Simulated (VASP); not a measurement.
Method: PBEsol GGA, VASP's PBE PAW potentials (set 64) (plane waves; VASP 6.6.1).

VASP ran on this input.

POSCAR:
```
SiC
1
    1.5385284524    -2.6648092055     0.0000000000
    1.5385284524     2.6648092055     0.0000000000
    0.0000000000     0.0000000000     5.0519806083
Si C
2 2
Direct
  0.6666670000   0.3333330000   0.4996384767
  0.3333330000   0.6666670000   0.9996384767
  0.6666670000   0.3333330000   0.8753615233
  0.3333330000   0.6666670000   0.3753615233
```

**INCAR**
```
SYSTEM = SiC
PREC = Accurate
ENCUT = 520
EDIFF = 1E-7
NELM = 100
ALGO = Normal
LREAL = .FALSE.
LASPH = .TRUE.
ISMEAR = 0
SIGMA = 0.05
GGA = PS
LWAVE = .FALSE.
LCHARG = .FALSE.
LORBIT = 11
ICHARG = 11
```

File KPOINTS:
```
k-points along high-symmetry lines
10
Line-mode
Reciprocal
  0.000000   0.000000   0.000000 ! GAMMA
  0.000000   0.500000   0.000000 ! M

  0.000000   0.500000   0.000000 ! M
 -0.333333   0.666667   0.000000 ! K

 -0.333333   0.666667   0.000000 ! K
  0.000000   0.000000   0.000000 ! GAMMA

  0.000000   0.000000   0.000000 ! GAMMA
  0.000000   0.000000   0.500000 ! A

  0.000000   0.000000   0.500000 ! A
  0.000000   0.500000   0.500000 ! L

  0.000000   0.500000   0.500000 ! L
 -0.333333   0.666667   0.500000 ! H

 -0.333333   0.666667   0.500000 ! H
  0.000000   0.000000   0.500000 ! A

  0.000000   0.500000   0.500000 ! L
  0.000000   0.500000   0.000000 ! M

 -0.333333   0.666667   0.500000 ! H
 -0.333333   0.666667   0.000000 ! K
```

POTCAR, in this order: Si C (PBE.64 set). Program: vasp_std. Read from the step before: CHGCAR.

What VASP printed:

OSZICAR:
```
       N       E                     dE             d eps       ncg     rms          rms(c)
DAV:   1     0.328555523634E+02    0.32856E+02   -0.73422E+03  2160   0.119E+03
DAV:   2    -0.277675881344E+02   -0.60623E+02   -0.55286E+02  3132   0.179E+02
DAV:   3    -0.304470196019E+02   -0.26794E+01   -0.26586E+01  2804   0.368E+01
DAV:   4    -0.304790336283E+02   -0.32014E-01   -0.31972E-01  2620   0.455E+00
DAV:   5    -0.304796873635E+02   -0.65374E-03   -0.65335E-03  2720   0.575E-01
DAV:   6    -0.304797116263E+02   -0.24263E-04   -0.24261E-04  2676   0.938E-02
DAV:   7    -0.304797125546E+02   -0.92825E-06   -0.92811E-06  2664   0.156E-02
DAV:   8    -0.304797126027E+02   -0.48080E-07   -0.48088E-07  2180   0.286E-03
   1 F= -.30479713E+02 E0= -.30479713E+02  d E =-.437233E-16
```

OUTCAR:
```
 val. band max:        8.1938627017   @ k =   0.0000   0.0000   0.0000

 cond. band min:      10.3052454195   @ k =  -0.3333   0.6667   0.0000



 k-point     1 :       0.0000    0.0000    0.0000
  band No.  band energies     occupation
      1      -7.3861      2.00000
      2      -3.7904      2.00000
      3      -0.5646      2.00000
      4       6.8741      2.00000
      5       6.8742      2.00000
      6       8.0746      2.00000
      7       8.1938      2.00000
      8       8.1939      2.00000
      9      12.9271      0.00000
     10      14.3212      0.00000
     11      14.7808      0.00000
     12      14.7809      0.00000

 k-point     2 :       0.0000    0.0556    0.0000
  band No.  band energies     occupation
      1      -7.3323      2.00000
      2      -3.7442      2.00000
      3      -0.5147      2.00000
      4       6.5477      2.00000
      5       6.7744      2.00000
      6       7.9703      2.00000
      7       8.0516      2.00000
      8       8.1660      2.00000
      9      13.1533      0.00000
     10      14.3158      0.00000
     11      14.7576      0.00000
     12      14.8966      0.00000

 k-point     3 :       0.0000    0.1111    0.0000
  band No.  band energies     occupation
      1      -7.1714      2.00000
      2      -3.6074      2.00000
      3      -0.3663      2.00000
      4       5.7309      2.00000
      5       6.5163      2.00000
      6       7.4100      2.00000
      7       7.9269      2.00000
      8       8.0713      2.00000
      9      13.3750      0.00000
     10      14.3896      0.00000
     11      14.9303      0.00000
     12      15.2055      0.00000

 k-point     4 :       0.0000    0.1667    0.0000
  band No.  band energies     occupation
      1      -6.9054      2.00000
      2      -3.3853      2.00000
      3      -0.1251      2.00000
      4       4.6823      2.00000
      5       6.1782      2.00000
      6       6.6135      2.00000
      7       7.7127      2.00000
...
```

The density is held fixed in this step, so its total energy and stress have no physical meaning.

The compound is SiC in the wurtzite structure, the rare 2H polytype. It was relaxed first.
